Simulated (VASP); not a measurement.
Consider the following.

```yaml
crystal:
  lattice:
    - [3.90294, 0.00000, 0.00000]
    - [-1.95147, 3.38004, 0.00000]
    - [0.00000, 0.00000, 6.85353]
  atoms:
    - { symbol: Ca, position: [0.67656, 0.33846, 0.18471] }
    - { symbol: Ca, position: [0.33980, 0.67080, 0.81487] }
    - { symbol: H, position: [0.65430, 0.32589, 0.85108] }
    - { symbol: H, position: [0.32767, 0.66617, 0.15000] }
    - { symbol: H, position: [0.99972, 0.99906, 0.99772] }
    - { symbol: Br, position: [0.00194, 0.99962, 0.50162] }
```

All values below come from PBEsol GGA, VASP's PBE PAW potentials (set 64) (plane waves; VASP). Numerical set-up: 300 eV cut-off, 6×6×3 Γ-centred mesh, Fermi-Dirac smearing of 0.010 eV, potentials Ca_sv H Br.

At this cut-off the stress carries a Pulay error, which pulls relaxed volumes low.

Task: Estimate the energy per atom (σ→0), pressure, largest force.

Result: 
| Item | Result |
|---|---|
| energy per atom (σ→0) | -3.637 eV/atom |
| pressure | -2.41 GPa |
| largest force | 0.189 eV/Å |

The structure comes from a computed database's Ca2H3Br entry; how it stands against other phases isn't given here. The cell was not relaxed at this level, atoms are displaced from their ideal sites.
